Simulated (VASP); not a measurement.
VASP ran on this input.

POSCAR:
```
InP
1
   -0.0000000000     2.9093654548     2.9093654548
    2.9093654548     0.0000000000     2.9093654548
    2.9093654548     2.9093654548    -0.0000000000
In P
1 1
Direct
  0.0000000000   0.0000000000   0.0000000000
  0.2500000000   0.2500000000   0.2500000000
```

### INCAR
```
SYSTEM  =  InP
PREC  =  Accurate; ENCUT  =  500; LREAL  =  .False.
LASPH  =  .True.
EDIFF  =  1E-6; NELM  =  100; ALGO  =  Normal
LMAXMIX  =  4
ISMEAR  =  0; SIGMA  =  0.05
GGA  =  PE
IBRION  =  2; NSW  =  40; ISIF  =  3
EDIFFG  =  -0.02; PSTRESS  =  50
LWAVE  =  .False.; LCHARG  =  .False.
```

### KPOINTS
```
kpoints
0
Gamma
 8 8 8
```

POTCAR, in this order: In_d P (PBE.64 set). Program: vasp_std.

Problem. Translate this PBE calculation to Quantum ESPRESSO's pw.x.

Solution. One equivalent input (not run):
```
&CONTROL
  calculation = 'vc-relax'
  pseudo_dir = './pseudo'
  outdir = './out'
  tprnfor = .true.
  tstress = .true.
  nstep = 40
  forc_conv_thr = 0.00078
/
&SYSTEM
  ibrav = 0
  nat = 2
  ntyp = 2
  ecutwfc = 70
  occupations = 'smearing'
  smearing = 'gaussian'
  degauss = 0.003675
  input_dft = 'pbe'
/
&ELECTRONS
  conv_thr = 7.3e-08
  electron_maxstep = 100
/
&IONS
/
&CELL
  press = 50
/
ATOMIC_SPECIES
  In 114.818 In.upf
  P 30.974 P.upf
CELL_PARAMETERS angstrom
    -0.0000000    2.9093655    2.9093655
     2.9093655    0.0000000    2.9093655
     2.9093655    2.9093655   -0.0000000
ATOMIC_POSITIONS crystal
  In   0.0000000  0.0000000  0.0000000
  P    0.2500000  0.2500000  0.2500000
K_POINTS automatic
  8 8 8 0 0 0
```
What does not carry over: the potentials are each code's own (VASP's PAW set, PseudoDojo norm-conserving files in pw.x), so ENCUT and ecutwfc are chosen apart and not converted; conv_thr bounds pw.x's estimated SCF error, while EDIFF bounds the energy change between steps; forc_conv_thr acts on force components and is met together with etot_conv_thr.

The compound is InP in the zinc blende structure. It was relaxed first under an external pressure of 5 GPa.
